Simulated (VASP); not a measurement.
Here is a VASP 6.6.1 calculation.

File INCAR:

```
SYSTEM = ZnCo2
  ALGO = Fast
  EDIFF = 1E-6
  ENCUT = 520
  GGA = CA
  ISIF = 2
  ISMEAR = 0
  ISPIN = 2
  LASPH = .True.
  LCHARG = .False.
  LMAXMIX = 4
  LORBIT = 11
  LREAL = .False.
  LWAVE = .False.
  MAGMOM = 0 1.77 1.77
  NBANDS = 26
  NELM = 150
  PREC = Accurate
  SIGMA = 0.1
```

File KPOINTS:

```
k-points
0
Gamma
  18 18 8
  0 0 0
```

File POSCAR:

```
ZnCo2
1.0
    2.4886770687      0.0000000000      0.0000000000
   -1.2443385343      2.1552575633      0.0000000000
    0.0000000000      0.0000000000      6.0058175339
Zn Co
1 2
Direct
    0.0000000000      0.0000000000      0.0000000000
    0.3333333333      0.6666666667      0.6548154187
    0.6666666667      0.3333333333      0.3451845813
```

Potentials or basis: VASP PAW LDA potentials, release 64 (Zn, Co).

Run with:

```bash
$ cat potpaw_LDA.64/Zn/POTCAR potpaw_LDA.64/Co/POTCAR > POTCAR
$ mpirun -np 1 vasp_std > vasp.out
```

Q: Estimate the band gap on the k mesh.

A: None (metal or under the smearing width).

Q: What does it give for the pressure?

A: -0.3 GPa.

Stress tensor (GPa, compression positive):
```
-0.19  0.00  0.00
 0.00 -0.19  0.00
 0.00  0.00 -0.47
```
